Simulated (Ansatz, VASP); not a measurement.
# One calculation of CaScB2, two programs

Contents of INCAR:

```
SYSTEM = CaScB2
PREC     = Accurate       ! precision mode
ENCUT    = 600            ! plane-wave cutoff, eV
EDIFF    = 1E-6           ! SCF threshold, eV
ISMEAR   = 0              ! smearing method
SIGMA    = 0.1            ! smearing width, eV
LREAL    = .False.        ! projectors in reciprocal space
LASPH    = .True.         ! aspherical terms in the spheres
NELM     = 100            ! most SCF steps
ALGO     = Normal         ! electronic algorithm
ISIF     = 3              ! what is computed and relaxed
LWAVE    = .False.        ! write WAVECAR
LCHARG   = .False.        ! write CHGCAR
GGA      = PE             ! functional
IBRION   = 2              ! ionic algorithm
NSW      = 100            ! ionic steps
EDIFFG   = -0.01          ! ionic threshold
```

KPOINTS

```
Automatic mesh
0
Gamma
  10 10 14
  0 0 0
```

The input POSCAR:

```
CaScB2
1.0
    4.3623903364      0.0000000000      0.0000000000
    0.0000000000      4.3623903364      0.0000000000
    0.0000000000      0.0000000000      3.1376549444
Ca Sc B
1 1 2
Direct
    0.5000000000      0.5000000000      0.5000000000
    0.0000000000      0.0000000000      0.5000000000
    0.0000000000      0.5000000000      0.0000000000
    0.5000000000      0.0000000000      0.0000000000
```

Input for Ansatz:

```yaml
crystal:
  lattice:
    - [4.3623903364, 0.0, 0.0]
    - [0.0, 4.3623903364, 0.0]
    - [0.0, 0.0, 3.1376549444]
  atoms:
    - { symbol: Ca, position: [0.5, 0.5, 0.5] }
    - { symbol: Sc, position: [0.0, 0.0, 0.5] }
    - { symbol: B, position: [0.0, 0.5, 0.0] }
    - { symbol: B, position: [0.5, 0.0, 0.0] }
basis:
  ecutwfc: 420
kpoints:
  mp_grid: { grid: [10, 10, 14] }
hamiltonian:
  xc: pbe
scf:
  occupations: { method: gaussian, width: 0.1 }
output:
  forces: true
  stress: true
  eigenvalues: true
relax:
  adjacent_minimum: "off"
  f_tol: 0.01
  max_steps: 80
  cell: { stress_tol: 0.05 }
```

Alike in both runs: task relaxation of cell and atoms; functional PBE; k mesh 10 × 10 × 14; occupations gaussian, width 0.1 eV; no spin polarisation.

```csv
,VASP,Ansatz
version,VASP 6.6.1,Ansatz 0.2.0
potentials or method,"VASP PAW PBE potentials, release 64 (Ca_sv, Sc_sv, B)","scalar-relativistic, plane waves, PAW"
plane-wave cutoff (eV),600,420
valence electrons in the cell,27,27
```

Ansatz gave:

- gap on the k mesh at the Fermi level, each at its own relaxed structure (eV): none
- relaxed volume (Å³/atom): 14.88
- relaxed cell length with the largest relative difference (Å): 4.411
- energy change over the relaxation (meV/atom): -4

Question: Estimate VASP's values.

Answer: gap on the k mesh at the Fermi level, each at its own relaxed structure (eV): none; relaxed volume (Å³/atom): 14.93; relaxed cell length with the largest relative difference (Å): 4.417; energy change over the relaxation (meV/atom): -4.

A gap of «none» marks a metal or a gap that the smearing closes.
